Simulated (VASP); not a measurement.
VASP runs on MgTe share one base input (PBE GGA, plane waves, VASP's PBE PAW potentials (set 64)) and change the settings named in each case.

### INCAR
```
ENCUT = 300
LASPH = T
GGA = PE
ALGO = Normal   # blocked Davidson
ISMEAR = -1   # Fermi-Dirac
LREAL = F   # projection in real space or not
LMAXMIX = 4   # l cut-off of mixed one-centre charges
PREC = Accurate
SIGMA = 0.1   # width (eV)
LWAVE = F
SYSTEM = MgTe
NELM = 100   # most electronic steps
ISIF = 2
EDIFF = 1E-6
LCHARG = F
```

KPOINTS:
```
Automatic mesh
0
Gamma
4 4 1
0 0 0
```

File POSCAR:
```
MgTe
1.0
  4.4592470000   0.0000000000   0.0000000000
 -2.2296230000   3.8618210000   0.0000000000
  0.0000000000   0.0000000000  23.9021000000
Mg Te
4 4
Direct
  0.0000000000   0.0000000000   0.6356890000
  0.0000000000   0.0000000000   0.3256580000
  0.6666670000   0.3333330000   0.4807820000
  0.3333330000   0.6666670000   0.7908130000
  0.0000000000   0.0000000000   0.5192140000
  0.0000000000   0.0000000000   0.2091870000
  0.6666670000   0.3333330000   0.3649010000
  0.3333330000   0.6666670000   0.6749320000
```

POTCAR, in this order: Mg Te (PBE.64 set). Program: vasp_std.

| change | E(σ→0) (eV/atom) | −TS (eV) |
|---|---|---|
| base run | -2.6678 | -0.1101 |
| GGA removed, POTCAR Mg Te (LDA.64 set) | -3.0785 | -0.1112 |
| GGA_COMPAT = .FALSE., LNONCOLLINEAR = .TRUE., LSORBIT = .TRUE., MAGMOM = 0.0 0.0 0.0 0.0 0.0 0.0 0.0 0.0 0.0 0.0 0.0 0.0 0.0 0.0 0.0 0.0 0.0 0.0 0.0 0.0 0.0 0.0 0.0 0.0, program vasp_ncl | -2.7247 | -0.1144 |
| KPOINTS 1×1×1 Γ-centred mesh | -0.9749 | -0.3816 |
 Energies of different potentials or functionals have different zeros. The cell holds a wide vacuum, so values per volume refer to the whole cell. Unless said otherwise, spin-orbit coupling is left out, though it shifts the bands of the heavy elements here.

Left out are runs that ran out of time, are held back, or changed the cell or the kind of run, fixed moments of cells without a moment, rows past the twelfth, gaps on odd meshes, pressures of charged cells and columns that move by less than the noise.

The cell is a sheet or thin cut with vacuum, built from a generated structure.
